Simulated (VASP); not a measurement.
Method: vdW-DF2, VASP's PBE PAW potentials (set 64) (plane waves; VASP).

Input for VASP

KPOINTS:
```
Automatic mesh
0
Gamma
9 9 9
0 0 0
```

INCAR:
```
SYSTEM = GaN
PREC = Accurate
ENCUT = 520
EDIFF = 1E-6
NELM = 100
ALGO = Normal
LREAL = .FALSE.
LASPH = .TRUE.
ISMEAR = 0
SIGMA = 0.05
GGA = ML
ZAB_VDW = -1.8867
LUSE_VDW = .TRUE.
AGGAC = 0.0
LMAXMIX = 4
LWAVE = .FALSE.
LCHARG = .FALSE.
IBRION = 2
ISIF = 3
NSW = 60
EDIFFG = -0.01
```

POSCAR:
```
GaN
1.0
  0.0000000000   2.2600000000   2.2600000000
  2.2600000000   0.0000000000   2.2600000000
  2.2600000000   2.2600000000   0.0000000000
Ga N
1 1
Cartesian
  0.0000000000   0.0000000000   0.0000000000
  1.1300000000   1.1300000000   1.1300000000
```

POTCAR, in this order: Ga_d N (PBE.64 set). Program: vasp_std.

Output of the run:

File OSZICAR:
```
       N       E                     dE             d eps       ncg     rms          rms(c)
DAV:   1     0.101865158051E+03    0.10187E+03   -0.98802E+03   947   0.251E+03
DAV:   2    -0.102794493419E+01   -0.10289E+03   -0.96528E+02  1055   0.377E+02
DAV:   3    -0.922112862377E+01   -0.81932E+01   -0.81279E+01   980   0.949E+01
DAV:   4    -0.937555509638E+01   -0.15443E+00   -0.15422E+00  1157   0.140E+01
DAV:   5    -0.937758160738E+01   -0.20265E-02   -0.20265E-02   970   0.141E+00    0.927E+00
DAV:   6    -0.657839346613E+01    0.27992E+01   -0.90609E+00  1390   0.558E+01    0.272E+00
DAV:   7    -0.660006732118E+01   -0.21674E-01   -0.52170E-01   910   0.111E+01    0.184E+00
DAV:   8    -0.660125282828E+01   -0.11855E-02   -0.12588E-01  1040   0.658E+00    0.105E+00
DAV:   9    -0.659264827166E+01    0.86046E-02   -0.33948E-02  1354   0.496E+00    0.283E-01
DAV:  10    -0.659315744181E+01   -0.50917E-03   -0.23392E-03   963   0.784E-01    0.744E-02
DAV:  11    -0.659308524771E+01    0.72194E-04   -0.35875E-04  1425   0.506E-01    0.103E-02
DAV:  12    -0.659309168210E+01   -0.64344E-05   -0.34431E-05   915   0.716E-02    0.775E-03
DAV:  13    -0.659309190141E+01   -0.21930E-06   -0.13809E-06   808   0.171E-02
   1 F= -.65930919E+01 E0= -.65930919E+01  d E =-.659309E+01
       N       E                     dE             d eps       ncg     rms          rms(c)
DAV:   1    -0.972062763055E+01   -0.31275E+01   -0.49565E+01  1075   0.210E+02    0.103E+01
DAV:   2    -0.736875105557E+01    0.23519E+01   -0.35842E+00  1113   0.392E+01    0.487E+00
DAV:   3    -0.670300895912E+01    0.66574E+00   -0.10516E+00  1090   0.319E+01    0.999E-01
DAV:   4    -0.663899163057E+01    0.64017E-01   -0.90363E-02   970   0.426E+00    0.335E-01
DAV:   5    -0.662907761646E+01    0.99140E-02   -0.70516E-03  1244   0.139E+00    0.622E-02
DAV:   6    -0.662891686184E+01    0.16075E-03   -0.18714E-04  1094   0.265E-01    0.212E-02
DAV:   7    -0.662888725134E+01    0.29611E-04   -0.85091E-05  1090   0.237E-01    0.755E-03
DAV:   8    -0.662888673556E+01    0.51577E-06   -0.55961E-06  1099   0.790E-02
   2 F= -.66288867E+01 E0= -.66288867E+01  d E =-.357948E-01
       N       E                     dE             d eps       ncg     rms          rms(c)
DAV:   1    -0.732008246875E+01   -0.69120E+00   -0.84128E+00  1095   0.732E+01    0.492E+00
DAV:   2    -0.680360906786E+01    0.51647E+00   -0.97929E-01  1125   0.301E+01    0.209E+00
DAV:   3    -0.669298742049E+01    0.11062E+00   -0.11458E-01  1120   0.124E+01    0.625E-01
DAV:   4    -0.667530466732E+01    0.17683E-01   -0.13961E-02  1127   0.217E+00    0.636E-02
DAV:   5    -0.667499535485E+01    0.30931E-03   -0.18120E-03  1106   0.869E-01    0.376E-02
DAV:   6    -0.667499344696E+01    0.19079E-05   -0.58266E-05  1097   0.126E-01    0.251E-02
DAV:   7    -0.667499251279E+01    0.93417E-06   -0.77684E-06  1332   0.583E-02
   3 F= -.66749925E+01 E0= -.66749925E+01  d E =-.819006E-01
```

### OUTCAR
```
------------------------ aborting loop because EDIFF is reached ----------------------------------------
  FORCE on cell =-STRESS in cart. coord.  units (eV):
  Direction    XX          YY          ZZ          XY          YZ          ZX
  --------------------------------------------------------------------------------------
  Total       -0.0026292     -0.0026292     -0.0026292      0.0000000      0.0000000      0.0000000
  in kB       -0.1680400     -0.1680400     -0.1680400      0.0000000      0.0000000      0.0000000
  external PRESSURE =      -0.1680400 kB  Pullay stress =       0.0000000 kB
  volume of cell :       25.07
      direct lattice vectors                 reciprocal lattice vectors
     0.000000000  2.322893834  2.322893834    -0.215248752  0.215248752  0.215248752
     2.322893834  0.000000000  2.322893834     0.215248752 -0.215248752  0.215248752
     2.322893834  2.322893834  0.000000000     0.215248752  0.215248752 -0.215248752
  FREE ENERGIE OF THE ION-ELECTRON SYSTEM (eV)
  ---------------------------------------------------
  free  energy   TOTEN  =        -6.6749925128 eV

  energy  without entropy=       -6.6749925128  energy(sigma->0) =       -6.67499251

 reached required accuracy - stopping structural energy minimisation
```
(Selected blocks of OUTCAR.)

### CONTCAR
```
GaN
   1.00000000000000
     0.0000000000000000    2.3228938343682390    2.3228938343682390
     2.3228938343682390    0.0000000000000000    2.3228938343682390
     2.3228938343682390    2.3228938343682390    0.0000000000000000
  Ga              N
     1     1
Direct
     0.0000000000000000    0.0000000000000000    0.0000000000000000
     0.2500000000000000    0.2500000000000000    0.2500000000000000
```

Energy and stress use the plane-wave basis of the starting cell.

The compound is GaN in the zinc blende structure, a metastable form; wurtzite is the usual one. This run relaxes it. Symmetry was kept, so distortions that lower it aren't found.
